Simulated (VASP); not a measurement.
Write the native input for VASP 6.6.1 that does the following.

- Task: single point
- Functional: LDA
- Potentials or basis: VASP PAW LDA potentials, release 64 (Li_sv, In_d)
- Cutoff: 520 eV
- k mesh: 4 × 4 × 4
- Occupations: methfessel-paxton, width 0.1 eV
- Spin: no spin polarisation
- Dipole correction: no
- Further INCAR settings: ALGO = Normal; EDIFF = 1e-07; NBANDS = 19

The structure of Li3In lies in POSCAR:

```
Li3In
1.0
    0.0000000000      3.2934690000      3.2934690000
    3.2934690000      0.0000000000      3.2934690000
    3.2934690000      3.2934690000      0.0000000000
Li In
3 1
Direct
    0.2511644010      0.2511644010      0.2488355990
    0.7510656233      0.7510656233      0.7489343767
    0.5011307317      0.5011307317      0.4988692683
    0.0011932440      0.0011932440     -0.0011932440
```

The cell comes from a database or a generator and needn't be the stable form of this composition.

The input as run:

INCAR

```
SYSTEM = Li3In
PREC = Accurate
ENCUT = 520
EDIFF = 1E-7
ISMEAR = 1
SIGMA = 0.1
LREAL = .False.
LASPH = .True.
NELM = 100
ALGO = Normal
ISIF = 2
LWAVE = .False.
LCHARG = .True.
GGA = CA
LELF = .True.
LVHAR = .True.
NBANDS = 19
```

KPOINTS

```
regular mesh
0
Gamma
  4 4 4
  0 0 0
```

Potentials or basis: VASP PAW LDA potentials, release 64 (Li_sv, In_d).

Command:

```console
$ cat potpaw_LDA.64/Li_sv/POTCAR potpaw_LDA.64/In_d/POTCAR > POTCAR
$ mpirun -np 1 vasp_std > vasp.out
```

It gave:

```json
{"Band gap on the k mesh": "none (metal or under the smearing width)"}
```

Caveat: the k mesh is coarse (spacing up to 0.41 Å⁻¹), so the values aren't converged.

Wall time 21 s on 1 thread of Intel(R) Xeon(R) Platinum 8488C (Sapphire Rapids), with other jobs on the host, peak memory 0.17 GiB.
